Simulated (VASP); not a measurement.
Computed with r2SCAN meta-GGA, VASP's PBE PAW potentials (set 64) (plane waves; VASP).

The input files of a VASP run:

**INCAR**
```
ALGO = Normal
EDIFF = 1E-7
ENCUT = 520
ISIF = 2
ISMEAR = 0
LASPH = .TRUE.
LCHARG = .FALSE.
LMAXMIX = 4
LMIXTAU = .TRUE.
LREAL = .FALSE.
LWAVE = .FALSE.
METAGGA = R2SCAN
NELM = 100
PREC = Accurate
SIGMA = 0.05
SYSTEM = CsPbBr3
```

### POSCAR
```
CsPbBr3
1
    5.8236521922     0.0000000000     0.0000000000
    0.0000000000     5.8236521922     0.0000000000
    0.0000000000     0.0000000000     5.8236521922
Cs Pb Br
1 1 3
Direct
  0.0000000000   0.0000000000   0.0000000000
  0.5000000000   0.5000000000   0.5000000000
  0.5000000000   0.0000000000   0.5000000000
  0.0000000000   0.5000000000   0.5000000000
  0.5000000000   0.5000000000   0.0000000000
```

File KPOINTS:
```
Automatic mesh
0
Gamma
4 4 4
0 0 0
```

POTCAR, in this order: Cs_sv Pb_d Br (PBE.64 set). Program: vasp_std.

What VASP printed:

OUTCAR:
```
 ion  position               nearest neighbor table
   1  0.000  0.000  0.000-
   2  0.500  0.500  0.500-   3 2.91   4 2.91   5 2.91   5 2.91   3 2.91   4 2.91
   3  0.500  0.000  0.500-   2 2.91   2 2.91
   4  0.000  0.500  0.500-   2 2.91   2 2.91
   5  0.500  0.500  0.000-   2 2.91   2 2.91
  LATTYP: Found a simple cubic cell.
 ALAT       =     5.8236521922
 Subroutine PRICEL returns:
 Original cell was already a primitive cell.
 Subroutine GETGRP returns: Found 48 space group operations
The static configuration has the point symmetry O_h .
The dynamic configuration has the point symmetry O_h .
 Subroutine INISYM returns: Found 48 space group operations
 Subroutine IBZKPT returns following result:
 Found     10 irreducible k-points:

 Following reciprocal coordinates:
            Coordinates               Weight
  0.000000  0.000000  0.000000      1.000000
  0.250000  0.000000  0.000000      6.000000
  0.500000  0.000000  0.000000      3.000000
  0.250000  0.250000  0.000000     12.000000
  0.500000  0.250000  0.000000     12.000000
  0.500000  0.500000  0.000000      3.000000
...
```

File OSZICAR:
```
       N       E                     dE             d eps       ncg     rms          rms(c)
DAV:   1     0.297376206481E+03    0.29738E+03   -0.19401E+04   520   0.154E+03
DAV:   2    -0.886451296628E+02   -0.38602E+03   -0.37825E+03   638   0.347E+02
DAV:   3    -0.136497819659E+03   -0.47853E+02   -0.46868E+02   620   0.128E+02
DAV:   4    -0.138429792670E+03   -0.19320E+01   -0.19262E+01   680   0.337E+01
DAV:   5    -0.138478703133E+03   -0.48910E-01   -0.48879E-01   666   0.436E+00    0.410E+00
DAV:   6    -0.132395175823E+03    0.60835E+01   -0.29313E+00   680   0.288E+01    0.310E+00
DAV:   7    -0.126980732662E+03    0.54144E+01   -0.15900E+00   554   0.825E+00    0.139E+00
DAV:   8    -0.127994530859E+03   -0.10138E+01   -0.62324E-01   632   0.497E+00    0.645E-01
DAV:   9    -0.128113282036E+03   -0.11875E+00   -0.37254E-01   524   0.459E+00    0.646E-01
DAV:  10    -0.128331007766E+03   -0.21773E+00   -0.20829E-01   570   0.391E+00    0.167E-01
DAV:  11    -0.128398466584E+03   -0.67459E-01   -0.18723E-01   536   0.386E+00    0.305E-01
DAV:  12    -0.128392161578E+03    0.63050E-02   -0.15760E-02   596   0.103E+00    0.196E-01
DAV:  13    -0.128396708819E+03   -0.45472E-02   -0.12375E-02   570   0.100E+00    0.193E-01
DAV:  14    -0.128398018775E+03   -0.13100E-02   -0.67704E-03   598   0.779E-01    0.582E-02
DAV:  15    -0.128399436551E+03   -0.14178E-02   -0.76601E-04   612   0.299E-01    0.402E-02
DAV:  16    -0.128400159365E+03   -0.72281E-03   -0.28288E-04   554   0.175E-01    0.335E-02
DAV:  17    -0.128400204777E+03   -0.45412E-04   -0.22132E-04   548   0.151E-01    0.233E-02
DAV:  18    -0.128400307237E+03   -0.10246E-03   -0.23122E-05   578   0.418E-02    0.923E-03
DAV:  19    -0.128400315609E+03   -0.83716E-05   -0.44107E-06   624   0.234E-02    0.672E-03
DAV:  20    -0.128400334029E+03   -0.18420E-04   -0.77490E-06   568   0.267E-02    0.343E-03
DAV:  21    -0.128400334841E+03   -0.81201E-06   -0.10242E-06   708   0.937E-03    0.373E-03
DAV:  22    -0.128400334958E+03   -0.11671E-06   -0.48173E-07   502   0.766E-03    0.213E-03
DAV:  23    -0.128400335825E+03   -0.86712E-06   -0.23564E-07   408   0.541E-03    0.715E-04
DAV:  24    -0.128400335983E+03   -0.15822E-06   -0.94017E-08   368   0.289E-03    0.279E-04
DAV:  25    -0.128400335984E+03   -0.86175E-09   -0.12038E-08   286   0.158E-03
   1 F= -.12840034E+03 E0= -.12840034E+03  d E =-.118824E-10
```

### OUTCAR
```
------------------------ aborting loop because EDIFF is reached ----------------------------------------
  FORCE on cell =-STRESS in cart. coord.  units (eV):
  Direction    XX          YY          ZZ          XY          YZ          ZX
  --------------------------------------------------------------------------------------
  Total        1.8706761      1.8706761      1.8706761     -0.0000000      0.0000000     -0.0000000
  in kB       15.1747967     15.1747967     15.1747967     -0.0000000      0.0000000     -0.0000000
  external PRESSURE =      15.1747967 kB  Pullay stress =       0.0000000 kB
  volume of cell :      197.51
      direct lattice vectors                 reciprocal lattice vectors
     5.823652192  0.000000000  0.000000000     0.171713551  0.000000000  0.000000000
     0.000000000  5.823652192  0.000000000     0.000000000  0.171713551  0.000000000
     0.000000000  0.000000000  5.823652192     0.000000000  0.000000000  0.171713551
 POSITION                                       TOTAL-FORCE (eV/Angst)
 -----------------------------------------------------------------------------------
      0.00000      0.00000      0.00000         0.000000      0.000000      0.000000
      2.91183      2.91183      2.91183         0.000000      0.000000      0.000000
      2.91183      0.00000      2.91183         0.000000      0.000000      0.000000
      0.00000      2.91183      2.91183         0.000000      0.000000      0.000000
      2.91183      2.91183      0.00000         0.000000      0.000000      0.000000
 -----------------------------------------------------------------------------------
    total drift:                                0.000000     -0.000000     -0.000000
  FREE ENERGIE OF THE ION-ELECTRON SYSTEM (eV)
  ---------------------------------------------------
  free  energy   TOTEN  =      -128.4003359837 eV

  energy  without entropy=     -128.4003359837  energy(sigma->0) =     -128.40033598
```
(Selected blocks of OUTCAR.)

The compound is CsPbBr3 in the cubic perovskite structure, the ideal cubic form; the compound distorts at low or room temperature. This cell is one point of a volume scan, at 0.94 of the reference volume.
